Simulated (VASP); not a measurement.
Calculation: PBEsol GGA, VASP's PBE PAW potentials (set 64) (plane waves; VASP 6.6.1).

A VASP calculation is set up with these files.

File POSCAR:
```
InSb
1.0
  0.0000000000   3.2429044827   3.2592004851
  3.2592004851   0.0000000000   3.2592004851
  3.2592004851   3.2429044827   0.0000000000
In Sb
1 1
Cart
  6.5184009702   6.4858089654   6.5184009702
  1.6296002426   1.6214522414   1.6296002426
```

INCAR:
```
ALGO = Normal
EDIFF = 1E-7
EDIFFG = -0.01
ENCUT = 480
GGA = PS
IBRION = 2
ISIF = 2
ISMEAR = 1
LASPH = .True.
LCHARG = .False.
LMAXMIX = 4
LREAL = .False.
LWAVE = .False.
NELM = 100
NSW = 30
PREC = Accurate
SIGMA = 0.1
SYSTEM = InSb
```

KPOINTS:
```
Automatic
0
gamma
  10 10 10
```

POTCAR, in this order: In_d Sb (PBE.64 set). Program: vasp_std.

Output of the run:

OUTCAR:
```
 ion  position               nearest neighbor table
   1  0.000  0.000  0.000-   2 2.82   2 2.82   2 2.82   2 2.82
   2  0.250  0.250  0.250-   1 2.82   1 2.82   1 2.82   1 2.82
  LATTYP: Found a body centered tetragonal cell.
 ALAT       =     4.6092055285
 C/A-ratio  =     1.4071424946
 Subroutine PRICEL returns:
 Original cell was already a primitive cell.
 Subroutine GETGRP returns: Found  8 space group operations
The static configuration has the point symmetry D_2d.
The dynamic configuration has the point symmetry D_2d.
 Subroutine INISYM returns: Found  8 space group operations
 Subroutine IBZKPT returns following result:
 Found    102 irreducible k-points:

 Following reciprocal coordinates:
            Coordinates               Weight
  0.000000  0.000000  0.000000      1.000000
  0.100000  0.000000  0.000000      8.000000
  0.200000  0.000000  0.000000      8.000000
  0.300000  0.000000 -0.000000      8.000000
  0.400000  0.000000 -0.000000      8.000000
  0.500000  0.000000 -0.000000      4.000000
  0.100000  0.100000  0.000000      4.000000
  0.200000  0.100000 -0.000000     16.000000
...
```

OSZICAR:
```
       N       E                     dE             d eps       ncg     rms          rms(c)
DAV:   1     0.108386111285E+03    0.10839E+03   -0.76950E+03  2652   0.129E+03
DAV:   2    -0.540800307083E+00   -0.10893E+03   -0.10653E+03  2767   0.304E+02
DAV:   3    -0.764204751396E+01   -0.71012E+01   -0.70538E+01  3417   0.857E+01
DAV:   4    -0.783296539151E+01   -0.19092E+00   -0.19086E+00  3282   0.165E+01
DAV:   5    -0.784158954201E+01   -0.86242E-02   -0.86239E-02  3780   0.287E+00    0.397E+00
DAV:   6    -0.772219347770E+01    0.11940E+00   -0.20533E-01  3613   0.838E+00    0.226E+00
DAV:   7    -0.769953839883E+01    0.22655E-01   -0.75553E-02  3498   0.327E+00    0.620E-01
DAV:   8    -0.769874829284E+01    0.79011E-03   -0.79009E-03  3567   0.123E+00    0.270E-01
DAV:   9    -0.769911727143E+01   -0.36898E-03   -0.72120E-04  2987   0.283E-01    0.704E-02
DAV:  10    -0.769912493072E+01   -0.76593E-05   -0.35857E-05  3539   0.501E-02    0.361E-02
DAV:  11    -0.769914698651E+01   -0.22056E-04   -0.36302E-05  2862   0.541E-02    0.220E-02
DAV:  12    -0.769914746266E+01   -0.47614E-06   -0.10250E-06  3036   0.899E-03    0.592E-03
DAV:  13    -0.769914743821E+01    0.24451E-07   -0.60342E-07  2892   0.753E-03
   1 F= -.76991474E+01 E0= -.76992333E+01  d E =-.769915E+01
```

File OUTCAR:
```
------------------------ aborting loop because EDIFF is reached ----------------------------------------
  FORCE on cell =-STRESS in cart. coord.  units (eV):
  Direction    XX          YY          ZZ          XY          YZ          ZX
  --------------------------------------------------------------------------------------
  Total        0.0914962      0.1494113      0.0914962      0.0000000     -0.0000000      0.0000000
  in kB        2.1277828      3.4746221      2.1277828      0.0000000     -0.0000000      0.0000000
  external PRESSURE =       2.5767293 kB  Pullay stress =       0.0000000 kB
  volume of cell :       68.89
      direct lattice vectors                 reciprocal lattice vectors
     0.000000000  3.242904483  3.259200485    -0.153411857  0.154182771  0.153411857
     3.259200485  0.000000000  3.259200485     0.153411857 -0.154182771  0.153411857
     3.259200485  3.242904483  0.000000000     0.153411857  0.154182771 -0.153411857
  FREE ENERGIE OF THE ION-ELECTRON SYSTEM (eV)
  ---------------------------------------------------
  free  energy   TOTEN  =        -7.6991474382 eV

  energy  without entropy=       -7.6994049934  energy(sigma->0) =       -7.69923329

 reached required accuracy - stopping structural energy minimisation
```
(Selected blocks of OUTCAR.)

The compound is InSb in the zinc blende structure. This cell was strained or had an atom moved on purpose.
